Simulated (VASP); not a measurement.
**AlB2Sb3: relaxation of cell and atoms with PBE**

The system is AlB2Sb3.

```
Al B Sb
1.0
     0.00000    3.98532    4.33194
     3.83772    0.00000    4.33194
     3.83772    3.98532    0.00000
Al B Sb
1 2 3
Direct
  0.50000 0.50000 0.50000
  0.50000 0.00000 0.50000
  0.00000 0.50000 0.00000
  0.00000 0.00000 0.50000
  0.50000 0.50000 0.00000
  0.00000 0.00000 0.00000
```

The cell was built by a generator and needn't be a form met in nature.

```
Program                : VASP 6.6.1
Task                   : relaxation of cell and atoms
Functional             : PBE
Potentials or basis    : VASP PAW PBE potentials, release 64 (Al, B, Sb)
Cutoff                 : 520 eV
k mesh                 : 4 × 4 × 4
Occupations            : gaussian, width 0.15 eV
Spin                   : no spin polarisation
Further INCAR settings : PREC = Normal; ALGO = Fast; EDIFF = 0.0001; IBRION = 2; EDIFFG = -0.08; NSW = 24; ISIF = 3
```

```json
{"Relaxed volume": "19.40 Å³/atom", "Relaxed cell": "a = 6.000 Å, b = 4.813 Å, c = 6.171 Å, α = 64.86°, β = 46.56°, γ = 68.58°", "Space group after relaxing (to 0.05 Å)": "Fmmm (No. 69)", "Energy gained by relaxing": "587.3 meV/atom", "Ionic steps": "15", "Pressure after relaxing": "0.0 GPa", "Band gap on the k mesh": "none (metal or under the smearing width)"}
```

Stress tensor (GPa, compression positive):
```
-0.40  0.00  0.00
 0.00  0.17  0.00
 0.00  0.00  0.34
```

The path:
| step | energy change (eV) | largest force (eV/Å) | pressure (GPa) | volume (Å³) |
| --- | --- | --- | --- | --- |
| 1 | 0.0000 | 0.0000 | 2.29 | 132.51 |
| 2 | -1.3445 | 0.0000 | -4.54 | 137.72 |
| 3 | -1.8328 | 0.0000 | -8.09 | 140.98 |
| 4 | -2.4416 | 0.0000 | -2.60 | 122.70 |
| 5 | -2.4652 | 0.0000 | -3.07 | 123.75 |
| 6 | -2.9778 | 0.0000 | 0.99 | 115.18 |
| 7 | -3.0943 | 0.0000 | 3.73 | 111.11 |
| 8 | -2.9990 | 0.0000 | 11.83 | 102.96 |
| 9 | -3.1212 | 0.0000 | 5.42 | 109.03 |
| 10 | -3.4219 | 0.0000 | 3.52 | 111.09 |
| 11 | -3.4356 | 0.0000 | 3.31 | 111.53 |
| 12 | -3.5045 | 0.0000 | 0.20 | 115.69 |
| 13 | -3.5068 | 0.0000 | -0.46 | 116.73 |
| 14 | -3.5197 | 0.0000 | -0.25 | 116.58 |
| 15 | -3.5238 | 0.0000 | 0.03 | 116.41 |

Final structure:
```xyz
6
Lattice="0.0000 5.0454 3.2475 3.5524 0.0000 3.2475 3.5524 5.0454 0.0000" Properties=species:S:1:pos:R:3 pbc="T T T"
Al    3.5524    5.0454    3.2475
B     1.7762    5.0454    1.6238
B     1.7762    0.0000    1.6238
Sb    1.7762    2.5227    0.0000
Sb    1.7762    2.5227    3.2475
Sb    0.0000    0.0000    0.0000
```

Levels at points of the mesh, in eV from the Fermi level:
```
           k point  band 9  band 10  band 11  band 12  band 13  band 14  band 15  band 16
(0.00, 0.00, 0.00)   -3.83    -3.48    -2.00    -0.29     1.13     1.98     2.40     4.57
(0.50, 0.00, 0.00)   -2.37    -1.28    -0.97    -0.85    -0.39    -0.19     2.12     2.13
(0.50, 0.50, 0.00)   -2.69    -0.81     0.87     1.28     1.68     1.75     1.77     3.30
(0.50, 0.00, 0.50)   -1.26    -0.66    -0.63    -0.55     0.13     0.20     0.44     1.08
(0.00, 0.50, 0.50)   -2.61    -1.31     0.91     1.21     2.65     2.69     2.96     3.58
```

Wall time 63 s on 2 MPI ranks on Intel(R) Xeon(R) 6975P-C (Granite Rapids), with other jobs on the host, peak memory 0.21 GiB a rank.

Caveat: the relaxation stopped at a loose force limit of 0.08 eV/Å, so its end isn't a converged minimum. The run has no spin-orbit coupling, so splittings on Sb are missing.
